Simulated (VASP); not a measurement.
Consider the following.

```
InAs
1.0
    0.00000     3.01325     3.01325
    3.01325     0.00000     3.01325
    3.01325     3.01325     0.00000
In As
1 1
Direct
  0.00000   0.00000   0.00000
  0.25000   0.25000   0.25000
```

Level of theory: rev-vdW-DF2, VASP's PBE PAW potentials (set 64) (plane waves; VASP). Settings: 520 eV cut-off, 10×10×10 Γ-centred mesh, first-order Methfessel-Paxton smearing of 0.10 eV, potentials In_d As.

### Question
The job: InAs (zinc blende), 2 atoms, rev-vdW-DF2, static run, 520 eV, 10×10×10 Γ-centred mesh. Roughly how much core time does it take on a busy server core?

### Answer
About 40 core-seconds (one run on a shared machine, a rough figure). It had 47 irreducible k-points, 13 bands, up to 1490 plane waves and 14 electronic steps.

The compound is InAs in the zinc blende structure. This cell is one point of a volume scan, at 0.94 of the reference volume.
